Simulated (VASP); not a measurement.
# ZnBi3 (Pm-3m) in VASP: equation of state

How stiff is ZnBi3 in PBE, and what volume does it want? The cell is scaled to several volumes.

Everything below comes from runs of VASP 6.6.1. Logs are shortened: lines on timing, memory, paths and dates and some standing lists are left out, and cuts for length are marked.

## (1) The crystal as given

The structure is cubic, space group Pm-3m (No. 221). The conventional cell has a = 4.873 Å, b = 4.873 Å, c = 4.873 Å, α = 90.00°, β = 90.00°, γ = 90.00°. Around Bi (site symmetry 4/mmm) lie 8 Bi at 3.45 Å and 4 Zn at 3.45 Å. Zn (site symmetry m-3m) has 12 Bi at 3.45 Å as nearest neighbours.

The cell comes from a database or a generator and needn't be the stable form of this composition.

## (2) Equation of state, PBE, 27.20 Å³/atom (volume scaled by 0.94)

Input file INCAR:

```
PREC = Accurate
ENCUT = 520
EDIFF = 1E-7
ISMEAR = -1
SIGMA = 0.05
LREAL = False
LASPH = True
NELM = 100
ALGO = Normal
ISIF = 2
LWAVE = False
LCHARG = False
GGA = PE
NBANDS = 36
```

Input file KPOINTS:

```
regular mesh
0
Gamma
  6 6 6
```

Input file POSCAR:

```
ZnBi3
1.0
    4.7736837599      0.0000000000      0.0000000000
    0.0000000000      4.7736837599      0.0000000000
    0.0000000000      0.0000000000      4.7736837599
Bi Zn
3 1
Direct
    0.5000000000      0.5000000000      0.0000000000
    0.5000000000      0.0000000000      0.5000000000
    0.0000000000      0.5000000000      0.5000000000
    0.0000000000      0.0000000000      0.0000000000
```

Potentials or basis: VASP PAW PBE potentials, release 64 (Bi_d, Zn).

Started as:

```console
$ cat potpaw_PBE.64/Bi_d/POTCAR potpaw_PBE.64/Zn/POTCAR > POTCAR
$ mpirun -np 1 vasp_std > vasp.out
```

OUTCAR:

```text
PREC = Accurate
   ENCUT = 520
   EDIFF = 1E-7
   ISMEAR = -1
   LREAL = False
   LASPH = True
   NELM = 100
   ISIF = 2
   GGA = PE

 Found     20 irreducible k-points:

 Following reciprocal coordinates:
            Coordinates               Weight
  0.000000  0.000000  0.000000      1.000000
  0.166667  0.000000  0.000000      6.000000
  0.333333  0.000000  0.000000      6.000000
  0.500000  0.000000  0.000000      3.000000
  0.166667  0.166667  0.000000     12.000000
  0.333333  0.166667  0.000000     24.000000
   k-points           NKPTS =     20   k-points in BZ     NKDIM =     20   number of bands    NBANDS=     36
   number of dos      NEDOS =    301   number of ions     NIONS =      4
   total plane-waves  NPLWV =  46656
   dimension x,y,z NGX =    36 NGY =   36 NGZ =   36
   dimension x,y,z NGXF=    72 NGYF=   72 NGZF=   72
   ions per type =               3   1
   NGX,Y,Z   is equivalent  to a cutoff of  12.54, 12.54, 12.54 a.u.
   NGXF,Y,Z  is equivalent  to a cutoff of  25.07, 25.07, 25.07 a.u.
 SYSTEM =  unknown system
   PREC   = accura    normal or accurate (medium, high low for compatibility)
   ISTART =      0    job   : 0-new  1-cont  2-samecut
   ICHARG =      2    charge: 1-file 2-atom 10-const
   ISPIN  =      1    spin polarized calculation?
   LNONCOLLINEAR =      F non collinear calculations
   LSORBIT =      F    spin-orbit coupling
   LASPH  =      T    aspherical Exc in radial PAW
   ENCUT  =  520.0 eV  38.22 Ry    6.18 a.u.   8.88  8.88  8.88*2*pi/ulx,y,z
   NELM   =    100;   NELMIN=  2; NELMDL= -5     # of ELM steps
   EDIFF  = 0.1E-06   stopping-criterion for ELM
   LREAL  =      F    real-space projection
   EDIFFG = 0.1E-05   stopping-criterion for IOM
   NSW    =      0    number of steps for IOM
   IBRION =     -1    ionic relax: 0-MD 1-quasi-New 2-CG
   NFREE  =      0    steps in history (QN), initial steepest desc. (CG)
   ISIF   =      2    stress and relaxation
   ISYM   =      2    0-nonsym 1-usesym 2-fastsym
   POTIM  = 0.5000    time-step for ionic-motion
   TEBEG  =    0.0;   TEEND  =   0.0 temperature during run
   PSTRESS=    0.0 pullay stress
   NELECT =      57.0000    total number of electrons
   NUPDOWN=      -1.0000    fix difference up-down
   EMIN   =  10.00;   EMAX   =-10.00  energy-range for DOS
   EFERMI =   0.00;   METHOD = LEGACY
   ISMEAR =    -1;   SIGMA  =   0.05  broadening in eV -4-tet -1-fermi 0-gaus
   EFERMI_NEDOS =   21; number of points for ismear=-14 and -15
   IALGO  =     38    algorithm
   IMIX   =      4    mixing-type and parameters
     AMIX     =   0.40;   BMIX     =  1.00
     AMIX_MAG =   1.60;   BMIX_MAG =  1.00
  volume/ion in A,a.u.               =      27.20       183.53
  Fermi-wavevector in a.u.,A,eV,Ry     =   1.319814  2.494087 23.700119  1.741910
  Thomas-Fermi vector in A             =   2.449685
   LORBIT       =      0    0 simple, 1 ext, 2 COOP (PROOUT), +10 PAW based schemes
   GGA     = PE    functional components
   LHFCALC =     F    Hartree Fock is set to
   AEXX    =    0.0000 exact exchange contribution
   IVDW    =     0    specifies the selected vdW correction
   LEPSILON=     F    determine dielectric tensor
   LRPA    =     F    only Hartree local field effects (RPA)
 non-spin polarized calculation
  energy-cutoff  :      520.00
  volume of cell :      108.78
 maximum number of plane-waves:      3016
 NGX is ok and might be reduce to    36
   NGX = 17   NGY = 17   NGZ = 17

 number of electron      57.0000073 magnetization

 Free energy of the ion-electron system (eV)
  ---------------------------------------------------
  ext. energy  EPLUGINS =         0.00000000
  ---------------------------------------------------
  free energy    TOTEN  =       -11.98968675 eV

  energy without entropy =      -11.97070856  energy(sigma->0) =      -11.98019766

 E-fermi :   7.0920     XC(G=0): -10.4606

 val. band max:        7.0226769540   @ k =   0.3333   0.1667   0.1667
 cond. band min:       7.2185733824   @ k =   0.5000   0.1667   0.0000
 fundamental gap:      0.1958964283
 Fermi energy:         7.0919896146

 k-point     1 :       0.0000    0.0000    0.0000
  band No.  band energies     occupation
      1     -15.8894      2.00000
      2     -15.8894      2.00000
      3     -15.8894      2.00000
      4     -15.8578      2.00000
      5     -15.7761      2.00000
      6     -15.7761      2.00000
[... 28 lines left out ...]
     35      12.5423      0.00000
     36      12.5626      0.00000

 k-point     2 :       0.1667    0.0000    0.0000
  band No.  band energies     occupation
      1     -15.8870      2.00000
      2     -15.8694      2.00000
      3     -15.8694      2.00000
      4     -15.8456      2.00000
      5     -15.7747      2.00000
      6     -15.7651      2.00000
[... 28 lines left out ...]
     35      13.6264      0.00000
     36      13.6699      0.00000

 k-point     3 :       0.3333    0.0000    0.0000
  band No.  band energies     occupation
      1     -15.8820      2.00000
      2     -15.8150      2.00000
      3     -15.8146      2.00000
      4     -15.8146      2.00000
      5     -15.7716      2.00000
      6     -15.7373      2.00000
[... 28 lines left out ...]
     35      12.9785      0.00000
     36      12.9785      0.00000

 k-point     4 :       0.5000    0.0000    0.0000
  band No.  band energies     occupation
      1     -15.8794      2.00000
      2     -15.7926      2.00000
      3     -15.7686      2.00000
      4     -15.7502      2.00000
      5     -15.7502      2.00000
      6     -15.7279      2.00000
[... 28 lines left out ...]
     35      12.3022      0.00000
     36      12.3022      0.00000

 k-point     5 :       0.1667    0.1667    0.0000
  band No.  band energies     occupation
      1     -15.8721      2.00000
      2     -15.8622      2.00000
      3     -15.8585      2.00000
      4     -15.8309      2.00000
      5     -15.7691      2.00000
      6     -15.7571      2.00000
[... 28 lines left out ...]
     35      13.2521      0.00000
     36      13.2997      0.00000

 k-point     6 :       0.3333    0.1667    0.0000
  band No.  band energies     occupation
      1     -15.8638      2.00000
      2     -15.8262      2.00000
      3     -15.8113      2.00000
      4     -15.7958      2.00000
      5     -15.7656      2.00000
      6     -15.7288      2.00000
[... 28 lines left out ...]
     35      11.9922      0.00000
     36      13.8463      0.00000

 [... further k-points ...]
[... 5 lines left out ...]
  --------------------------------------------------------------------------------------
  -------------------------------------------------------------------------------------
  Total        2.3365418      2.3365418      2.3365418      0.0000000      0.0000000     -0.0000000
  in kB       34.4130534     34.4130534     34.4130534      0.0000000      0.0000000     -0.0000000
  external PRESSURE =      34.4130534 kB  Pullay stress =       0.0000000 kB

 VOLUME and BASIS-vectors are now :
 -----------------------------------------------------------------------------
  energy-cutoff  :      520.00
  volume of cell :      108.78
      direct lattice vectors                 reciprocal lattice vectors
     4.773683760  0.000000000  0.000000000     0.209481828  0.000000000  0.000000000
     0.000000000  4.773683760  0.000000000     0.000000000  0.209481828  0.000000000
     0.000000000  0.000000000  4.773683760     0.000000000  0.000000000  0.209481828

 POSITION                                       TOTAL-FORCE (eV/Angst)
 -----------------------------------------------------------------------------------
      2.38684      2.38684      0.00000         0.000000      0.000000      0.000000
      2.38684      0.00000      2.38684         0.000000      0.000000      0.000000
      0.00000      2.38684      2.38684         0.000000      0.000000      0.000000
      0.00000      0.00000      0.00000         0.000000      0.000000      0.000000
 -----------------------------------------------------------------------------------
    total drift:                                0.000000      0.000000      0.000000

  FREE ENERGIE OF THE ION-ELECTRON SYSTEM (eV)
  ---------------------------------------------------
  free  energy   TOTEN  =       -11.9896867543 eV

  energy  without entropy=      -11.9707085617  energy(sigma->0) =      -11.98019766
```

stdout:

```text
POSCAR found type information on POSCAR BiZn
 POSCAR found :  2 types and       4 ions
 scaLAPACK will be used
 LDA part: xc-table for (Slater+PW92), standard interpolation
 POSCAR, INCAR and KPOINTS ok, starting setup
 FFT: planning ... GRIDC
 FFT: planning ... GRID_SOFT
 FFT: planning ... GRID
 WAVECAR not read
 entering main loop
```

It took 50 s on 1 thread of Intel Xeon Platinum 8375C at 2.90GHz (Ice Lake), shared host; peak memory 0.23 GiB.

Results:

| Property | Result |
| --- | --- |
| Free energy | -11.9897 eV |
| Pressure | 3.4 GPa |
| Band gap on the k mesh | none (metal or under the smearing width) |

Caveat: spin-orbit coupling is left out, which moves the levels of the heavy elements.

[end of part 1 of 2]
